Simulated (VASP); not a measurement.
# Mn4Hg3Au (P4/mmm) in VASP: reference runs

Aim: a first look at Mn4Hg3Au with PBE, on the cell as given and on a disturbed one.

All numbers are computed with VASP 6.6.1; they aren't measurements. Logs are shortened: lines on timing, memory, paths and dates and some standing lists are left out, and cuts for length are marked.

## Step 1: Starting point

It takes space group P4/mmm (No. 123, tetragonal). Conventional cell: a = 3.317 Å, b = 3.317 Å, c = 13.065 Å, α = 90.00°, β = 90.00°, γ = 90.00°. Hg (site symmetry 4mm) is surrounded by 8 Mn at 2.87 to 2.91 Å and 1 Au at 3.24 Å and 1 Hg at 3.29 Å. Hg (site symmetry 4/mmm) has 8 Mn at 2.86 Å and 2 Hg at 3.29 Å as nearest neighbours. Au (site symmetry 4/mmm) is surrounded by 8 Mn at 2.80 Å. Mn (site symmetry 4mm) is surrounded by 4 Au at 2.80 Å and 4 Hg at 2.91 Å and 1 Mn at 3.04 Å. Mn (site symmetry 4mm) is surrounded by 8 Hg at 2.86 to 2.87 Å and 1 Mn at 3.28 Å.

The cell comes from a database or a generator and needn't be the stable form of this composition.

## Step 2: Single point, PBE, collinear spin, ferromagnetic start

File INCAR:

```
SYSTEM = Mn4Hg3Au
  PREC = Accurate
  ENCUT = 520
  EDIFF = 1E-7
  ISMEAR = -1
  SIGMA = 0.05
  LREAL = .False.
  LASPH = .True.
  NELM = 100
  ALGO = Normal
  ISIF = 2
  LWAVE = .False.
  LCHARG = .True.
  ISPIN = 2
  MAGMOM = 0 0 0 0 4 4 4 4
  LORBIT = 11
  LMAXMIX = 4
  GGA = PE
  LELF = .True.
  LVHAR = .True.
  NBANDS = 64
```

File KPOINTS:

```
regular mesh
0
Gamma
  8 8 2
  0 0 0
```

File POSCAR:

```
Mn4Hg3Au
1.0
    3.3167240000      0.0000000000      0.0000000000
    0.0000000000      3.3167240000      0.0000000000
    0.0000000000      0.0000000000     13.0648550000
Hg Au Mn
3 1 4
Direct
    0.0000000000      0.0000000000      0.7517430000
    0.0000000000      0.0000000000      0.5000000000
    0.0000000000      0.0000000000      0.2482570000
    0.0000000000      0.0000000000      0.0000000000
    0.5000000000      0.5000000000      0.8836150000
    0.5000000000      0.5000000000      0.6256720000
    0.5000000000      0.5000000000      0.3743280000
    0.5000000000      0.5000000000      0.1163850000
```

Potentials or basis: VASP PAW PBE potentials, release 64 (Hg, Au, Mn_pv).

Run with:

```bash
> cat potpaw_PBE.64/Hg/POTCAR potpaw_PBE.64/Au/POTCAR potpaw_PBE.64/Mn_pv/POTCAR > POTCAR
> mpirun -np 1 vasp_std > vasp.out
```

OUTCAR:

```text
SYSTEM = Mn4Hg3Au
   PREC = Accurate
   ENCUT = 520
   EDIFF = 1E-7
   ISMEAR = -1
   LREAL = .False.
   LASPH = .True.
   NELM = 100
   ISIF = 2
   ISPIN = 2
   LORBIT = 11
   GGA = PE

 ion  position               nearest neighbor table
   1  0.000  0.000  0.752-   6 2.87   6 2.87   6 2.87   6 2.87   5 2.91   5 2.91   5 2.91   5 2.91
                             4 3.24   2 3.29
   2  0.000  0.000  0.500-   6 2.86   7 2.86   6 2.86   7 2.86   6 2.86   7 2.86   6 2.86   7 2.86
                             1 3.29   3 3.29
   3  0.000  0.000  0.248-   7 2.87   7 2.87   7 2.87   7 2.87   8 2.91   8 2.91   8 2.91   8 2.91
                             4 3.24   2 3.29
   4  0.000  0.000  0.000-   5 2.80   8 2.80   5 2.80   8 2.80   5 2.80   8 2.80   5 2.80   8 2.80
                             1 3.24   3 3.24
   5  0.500  0.500  0.884-   4 2.80   4 2.80   4 2.80   4 2.80   1 2.91   1 2.91   1 2.91   1 2.91
                             8 3.04
   6  0.500  0.500  0.626-   2 2.86   2 2.86   2 2.86   2 2.86   1 2.87   1 2.87   1 2.87   1 2.87

   7  0.500  0.500  0.374-   2 2.86   2 2.86   2 2.86   2 2.86   3 2.87   3 2.87   3 2.87   3 2.87

   8  0.500  0.500  0.116-   4 2.80   4 2.80   4 2.80   4 2.80   3 2.91   3 2.91   3 2.91   3 2.91
                             5 3.04

  LATTYP: Found a simple tetragonal cell.
 ALAT       =     3.3167240000
 C/A-ratio  =     3.9390841686

  Lattice vectors:

 A1 = (   3.3167240000,   0.0000000000,   0.0000000000)
 A2 = (   0.0000000000,   3.3167240000,   0.0000000000)
 A3 = (   0.0000000000,   0.0000000000,  13.0648550000)

Analysis of symmetry for initial positions (statically):
=====================================================================
 Subroutine PRICEL returns:
 Original cell was already a primitive cell.

 Routine SETGRP: Setting up the symmetry group for a
 simple tetragonal supercell.

 Subroutine GETGRP returns: Found 16 space group operations
 (whereof 16 operations were pure point group operations)
 out of a pool of 16 trial point group operations.

The static configuration has the point symmetry D_4h.

Analysis of symmetry for dynamics (positions and initial velocities):
=====================================================================
 Subroutine PRICEL returns:
 Original cell was already a primitive cell.

 Routine SETGRP: Setting up the symmetry group for a
 simple tetragonal supercell.

 Subroutine GETGRP returns: Found 16 space group operations
 (whereof 16 operations were pure point group operations)
 out of a pool of 16 trial point group operations.

The dynamic configuration has the point symmetry D_4h.

Analysis of structural, dynamic, and magnetic symmetry:
=====================================================================
 Subroutine PRICEL returns:
 Original cell was already a primitive cell.

 Routine SETGRP: Setting up the symmetry group for a
 simple tetragonal supercell.

 Subroutine GETGRP returns: Found 16 space group operations
 (whereof 16 operations were pure point group operations)
 out of a pool of 16 trial point group operations.

The overall configuration has the point symmetry D_4h.

 Subroutine INISYM returns: Found 16 space group operations
 (whereof 16 operations are pure point group operations),
 and found     1 'primitive' translations

----------------------------------------------------------------------------------------

                                     Primitive cell

  volume of cell :     143.7220

  direct lattice vectors                    reciprocal lattice vectors
     3.316724000  0.000000000  0.000000000     0.301502326  0.000000000  0.000000000
     0.000000000  3.316724000  0.000000000     0.000000000  0.301502326  0.000000000
     0.000000000  0.000000000 13.064855000     0.000000000  0.000000000  0.076541225

  length of vectors
     3.316724000  3.316724000 13.064855000     0.301502326  0.301502326  0.076541225

  position of ions in fractional coordinates (direct lattice)
     0.000000000  0.000000000  0.751743000
     0.000000000  0.000000000  0.500000000
     0.000000000  0.000000000  0.248257000
     0.000000000  0.000000000  0.000000000
     0.500000000  0.500000000  0.883615000
     0.500000000  0.500000000  0.625672000
     0.500000000  0.500000000  0.374328000
     0.500000000  0.500000000  0.116385000

  ion indices of the primitive-cell ions
   primitive index   ion index
                 1           1
                 2           2
                 3           3
                 4           4
                 5           5
                 6           6
                 7           7
                 8           8

----------------------------------------------------------------------------------------

 KPOINTS: regular mesh

Automatic generation of k-mesh.
 Grid dimensions read from file:
 generate k-points for:    8    8    2

 Generating k-lattice:

  Cartesian coordinates                     Fractional coordinates (reciprocal lattice)
     0.037687791  0.000000000  0.000000000     0.125000000  0.000000000  0.000000000
     0.000000000  0.037687791  0.000000000     0.000000000  0.125000000  0.000000000
     0.000000000  0.000000000  0.038270612     0.000000000  0.000000000  0.500000000

  Length of vectors
     0.037687791  0.037687791  0.038270612

  Shift w.r.t. Gamma in fractional coordinates (k-lattice)
     0.000000000  0.000000000  0.000000000

 Subroutine IBZKPT returns following result:
 ===========================================

 Found     30 irreducible k-points:

 Following reciprocal coordinates:
            Coordinates               Weight
  0.000000  0.000000  0.000000      1.000000
  0.125000  0.000000  0.000000      4.000000
  0.250000  0.000000  0.000000      4.000000
  0.375000  0.000000  0.000000      4.000000
  0.500000  0.000000  0.000000      2.000000
  0.125000  0.125000  0.000000      4.000000
[... 16 lines left out ...]
  0.375000  0.125000  0.500000      8.000000
  0.500000  0.125000  0.500000      4.000000
 [... further k-points ...]
   k-points           NKPTS =     30   k-points in BZ     NKDIM =     30   number of bands    NBANDS=     64
   number of dos      NEDOS =    301   number of ions     NIONS =      8
   total plane-waves  NPLWV =  76832
   dimension x,y,z NGX =    28 NGY =   28 NGZ =   98
   dimension x,y,z NGXF=    56 NGYF=   56 NGZF=  196
   ions per type =               3   1   4
   NGX,Y,Z   is equivalent  to a cutoff of  14.03, 14.03, 12.47 a.u.
   NGXF,Y,Z  is equivalent  to a cutoff of  28.07, 28.07, 24.94 a.u.
 SYSTEM =  Mn4Hg3Au
   PREC   = accura    normal or accurate (medium, high low for compatibility)
   ISTART =      0    job   : 0-new  1-cont  2-samecut
   ICHARG =      2    charge: 1-file 2-atom 10-const
   ISPIN  =      2    spin polarized calculation?
   LNONCOLLINEAR =      F non collinear calculations
   LSORBIT =      F    spin-orbit coupling
   LASPH  =      T    aspherical Exc in radial PAW
   ENCUT  =  520.0 eV  38.22 Ry    6.18 a.u.   6.17  6.17 24.29*2*pi/ulx,y,z
   NELM   =    100;   NELMIN=  2; NELMDL= -5     # of ELM steps
   EDIFF  = 0.1E-06   stopping-criterion for ELM
   LREAL  =      F    real-space projection
   EDIFFG = 0.1E-05   stopping-criterion for IOM
   NSW    =      0    number of steps for IOM
   IBRION =     -1    ionic relax: 0-MD 1-quasi-New 2-CG
   NFREE  =      0    steps in history (QN), initial steepest desc. (CG)
   ISIF   =      2    stress and relaxation
   ISYM   =      2    0-nonsym 1-usesym 2-fastsym
   POTIM  = 0.5000    time-step for ionic-motion
   TEBEG  =    0.0;   TEEND  =   0.0 temperature during run
   PSTRESS=    0.0 pullay stress
   NELECT =      99.0000    total number of electrons
   NUPDOWN=      -1.0000    fix difference up-down
   EMIN   =  10.00;   EMAX   =-10.00  energy-range for DOS
   EFERMI =   0.00;   METHOD = LEGACY
   ISMEAR =    -1;   SIGMA  =   0.05  broadening in eV -4-tet -1-fermi 0-gaus
   EFERMI_NEDOS =   21; number of points for ismear=-14 and -15
   IALGO  =     38    algorithm
   IMIX   =      4    mixing-type and parameters
     AMIX     =   0.40;   BMIX     =  1.00
     AMIX_MAG =   1.60;   BMIX_MAG =  1.00
  volume/ion in A,a.u.               =      17.97       121.24
  Fermi-wavevector in a.u.,A,eV,Ry     =   1.445813  2.732191 28.441284  2.090375
  Thomas-Fermi vector in A             =   2.563952
   LORBIT       =     11    0 simple, 1 ext, 2 COOP (PROOUT), +10 PAW based schemes
   GGA     = PE    functional components
   LHFCALC =     F    Hartree Fock is set to
   AEXX    =    0.0000 exact exchange contribution
   IVDW    =     0    specifies the selected vdW correction
   LEPSILON=     F    determine dielectric tensor
   LRPA    =     F    only Hartree local field effects (RPA)
 spin polarized calculation
  energy-cutoff  :      520.00
  volume of cell :      143.72
 maximum number of plane-waves:      3904
 NGX is ok and might be reduce to    28
   NGX = 13   NGY = 13   NGZ = 49

 number of electron      99.0000036 magnetization      16.0229511

 Free energy of the ion-electron system (eV)
  ---------------------------------------------------
  ext. energy  EPLUGINS =         0.00000000
  ---------------------------------------------------
  free energy    TOTEN  =       -37.74094097 eV

  energy without entropy =      -37.69896834  energy(sigma->0) =      -37.71995465

 E-fermi :   6.1130     XC(G=0): -11.7488

 val. band max:        6.1059252980   @ k =   0.2500   0.2500   0.0000
 cond. band min:       6.1148585689   @ k =   0.2500   0.1250   0.5000
 fundamental gap:      0.0089332709
 Fermi energy:         6.1129908913

 spin component 1

 k-point     1 :       0.0000    0.0000    0.0000
  band No.  band energies     occupation
      1     -44.1631      1.00000
      2     -44.1528      1.00000
      3     -44.1528      1.00000
      4     -44.1512      1.00000
      5     -44.1512      1.00000
      6     -44.1407      1.00000
[... 1525 lines left out ...]
     60       5.5508      0.99999
     61       8.3060      0.00000

 [... further k-points ...]

 spin component 2

 k-point     1 :       0.0000    0.0000    0.0000
  band No.  band energies     occupation
      1     -40.0138      1.00000
      2     -40.0028      1.00000
      3     -40.0011      1.00000
      4     -39.9942      1.00000
      5     -39.9942      1.00000
      6     -39.9935      1.00000
[... 1525 lines left out ...]
     60       8.3273      0.00000
     61       9.8009      0.00000

 [... further k-points ...]

 [bands above 61 left out]

------------------------ aborting loop because EDIFF is reached ----------------------------------------

  FORCE on cell =-STRESS in cart. coord.  units (eV):
  Direction    XX          YY          ZZ          XY          YZ          ZX
  --------------------------------------------------------------------------------------
  -------------------------------------------------------------------------------------
  Total        0.1512521      0.1512521      0.1817535      0.0000000      0.0000000      0.0000000
  in kB        1.6861210      1.6861210      2.0261426      0.0000000      0.0000000      0.0000000
  external PRESSURE =       1.7994615 kB  Pullay stress =       0.0000000 kB

 VOLUME and BASIS-vectors are now :
 -----------------------------------------------------------------------------
  energy-cutoff  :      520.00
  volume of cell :      143.72
      direct lattice vectors                 reciprocal lattice vectors
     3.316724000  0.000000000  0.000000000     0.301502326  0.000000000  0.000000000
     0.000000000  3.316724000  0.000000000     0.000000000  0.301502326  0.000000000
     0.000000000  0.000000000 13.064855000     0.000000000  0.000000000  0.076541225

 POSITION                                       TOTAL-FORCE (eV/Angst)
 -----------------------------------------------------------------------------------
      0.00000      0.00000      9.82141         0.000000      0.000000      0.106689
      0.00000      0.00000      6.53243         0.000000      0.000000      0.000000
      0.00000      0.00000      3.24344         0.000000      0.000000     -0.106689
      0.00000      0.00000      0.00000         0.000000      0.000000      0.000000
      1.65836      1.65836     11.54430         0.000000      0.000000      0.007892
      1.65836      1.65836      8.17431         0.000000      0.000000      0.055052
      1.65836      1.65836      4.89054        -0.000000     -0.000000     -0.055052
      1.65836      1.65836      1.52055        -0.000000     -0.000000     -0.007892
 -----------------------------------------------------------------------------------
    total drift:                                0.000000      0.000000      0.000000

  FREE ENERGIE OF THE ION-ELECTRON SYSTEM (eV)
  ---------------------------------------------------
  free  energy   TOTEN  =       -37.7409409686 eV

  energy  without entropy=      -37.6989683413  energy(sigma->0) =      -37.71995465

 total charge

# of ion       s       p       d       tot
------------------------------------------
    1        0.816   0.504   9.258  10.578
    2        0.820   0.523   9.256  10.599
    3        0.816   0.504   9.258  10.578
    4        0.662   0.401   8.651   9.714
    5        0.260   6.182   4.939  11.381
    6        0.253   6.175   4.978  11.405
    7        0.253   6.175   4.978  11.405
    8        0.260   6.182   4.939  11.381
--------------------------------------------------
tot          4.141  26.645  56.257  87.043

 magnetization (x)

# of ion       s       p       d       tot
------------------------------------------
    1       -0.041  -0.057   0.044  -0.053
    2       -0.041  -0.058   0.048  -0.051
    3       -0.041  -0.057   0.044  -0.053
    4       -0.052  -0.032   0.154   0.071
    5        0.026   0.020   3.877   3.923
    6        0.028   0.017   3.785   3.830
    7        0.028   0.017   3.785   3.830
    8        0.026   0.020   3.877   3.923
--------------------------------------------------
tot         -0.066  -0.131  15.615  15.418
```

Run time: 22 min. Hardware: 1 thread of Intel Xeon Platinum 8488C (Sapphire Rapids), shared host; peak memory 0.59 GiB.

Results:

```
Free energy                                           : -37.7409 eV
Pressure                                              : 0.2 GPa
Largest force                                         : 0.107 eV/Å
Band gap on the k mesh                                : none (metal or under the smearing width)
Net moment                                            : 16.02 μB per cell
Site moments                                          : Hg -0.05; Au +0.07; Mn +3.92, +3.83 μB
Valence electrons inside the program's atomic spheres : Hg 10.58, 10.60; Au 9.71; Mn 11.38, 11.40
```

Forces in eV/Å, atoms in the order of the input:
```
Hg   0.000  0.000  0.107
Hg   0.000  0.000  0.000
Hg   0.000  0.000 -0.107
Au   0.000  0.000  0.000
Mn   0.000  0.000  0.008
Mn   0.000  0.000  0.055
Mn   0.000  0.000 -0.055
Mn   0.000  0.000 -0.008
```

Levels at points of the mesh, in eV from the Fermi level:
Spin up:
| k point | band 55 | band 56 | band 57 | band 58 | band 59 | band 60 |
| --- | --- | --- | --- | --- | --- | --- |
| (0.00, 0.00, 0.00) | -1.98 | -1.83 | -1.52 | 1.02 | 1.22 | 5.00 |
| (0.50, 0.00, 0.00) | -1.73 | -1.65 | -1.56 | -1.47 | -1.37 | -1.28 |
| (0.50, 0.50, 0.00) | 0.47 | 0.49 | 0.60 | 0.96 | 0.96 | 1.11 |
| (0.00, 0.00, 0.50) | -2.07 | -1.83 | -0.95 | -0.89 | 3.50 | 4.05 |
| (0.50, 0.00, 0.50) | -1.74 | -1.67 | -1.59 | -1.56 | -1.45 | -1.29 |
| (0.50, 0.50, 0.50) | -0.47 | -0.47 | 0.43 | 0.53 | 0.59 | 2.10 |
Spin down:
```tsv
k point	band 40	band 41	band 42	band 43	band 44	band 45
(0.00, 0.00, 0.00)	0.03	0.23	0.25	0.44	0.44	0.59
(0.50, 0.00, 0.00)	-1.21	-1.13	0.01	0.26	0.33	0.39
(0.50, 0.50, 0.00)	-1.41	-1.38	-1.38	-1.05	-1.05	0.59
(0.00, 0.00, 0.50)	0.13	0.28	0.32	0.54	0.54	0.55
(0.50, 0.00, 0.50)	-1.67	-0.43	-0.32	0.13	0.14	0.44
(0.50, 0.50, 0.50)	-1.43	-1.37	-1.37	-1.05	-1.05	0.69
```

The run has no spin-orbit coupling, so splittings on Au, Hg are missing.

(Continued in part 2 of 2.)
